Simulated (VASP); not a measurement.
A VASP calculation is set up with these files.

### INCAR
```
SYSTEM = NbAs
PREC = Accurate; ENCUT = 400; LREAL = F
LASPH = T
EDIFF = 1E-6; NELM = 100; ALGO = Normal
LMAXMIX = 4
ISMEAR = 1; SIGMA = 0.1
GGA = PS
IBRION = 2; NSW = 60; ISIF = 3
EDIFFG = -0.01
LWAVE = F; LCHARG = F
```

**KPOINTS**
```
Automatic mesh
0
Gamma
10 10 10
0 0 0
```

### POSCAR
```
NbAs
1
    3.1809534488     0.0000000000    -0.0000000000
   -0.0000000000     3.1809534488     0.0000000000
    0.0000000000     0.0000000000     3.1809534488
Nb As
1 1
Direct
  0.0000000000   0.0000000000   0.0000000000
  0.5000000000   0.5000000000   0.5000000000
```

POTCAR, in this order: Nb_sv As (PBE.64 set). Program: vasp_std.

### Question
Translate this PBEsol calculation to Quantum ESPRESSO's pw.x.

### Answer
One equivalent input (not run):
```
&CONTROL
  calculation = 'vc-relax'
  pseudo_dir = './pseudo'
  outdir = './out'
  tprnfor = .true.
  tstress = .true.
  nstep = 60
  forc_conv_thr = 0.00039
/
&SYSTEM
  ibrav = 0
  nat = 2
  ntyp = 2
  ecutwfc = 84
  occupations = 'smearing'
  smearing = 'methfessel-paxton'
  degauss = 0.00735
  input_dft = 'pbesol'
/
&ELECTRONS
  conv_thr = 7.3e-08
  electron_maxstep = 100
/
&IONS
/
&CELL
/
ATOMIC_SPECIES
  Nb 92.906 Nb.upf
  As 74.922 As.upf
CELL_PARAMETERS angstrom
     3.1809534    0.0000000   -0.0000000
    -0.0000000    3.1809534    0.0000000
     0.0000000    0.0000000    3.1809534
ATOMIC_POSITIONS crystal
  Nb   0.0000000  0.0000000  0.0000000
  As   0.5000000  0.5000000  0.5000000
K_POINTS automatic
  10 10 10 0 0 0
```
What does not carry over: the potentials are each code's own (VASP's PAW set, PseudoDojo norm-conserving files in pw.x), so ENCUT and ecutwfc are chosen apart and not converted; conv_thr bounds pw.x's estimated SCF error, while EDIFF bounds the energy change between steps; forc_conv_thr acts on force components and is met together with etot_conv_thr.

The structure was generated: NbAs was put into the CsCl type type (Pm-3m), which need not be its known phase. It was relaxed first, which changed the volume by -35 %. The start is the result of an earlier pass.
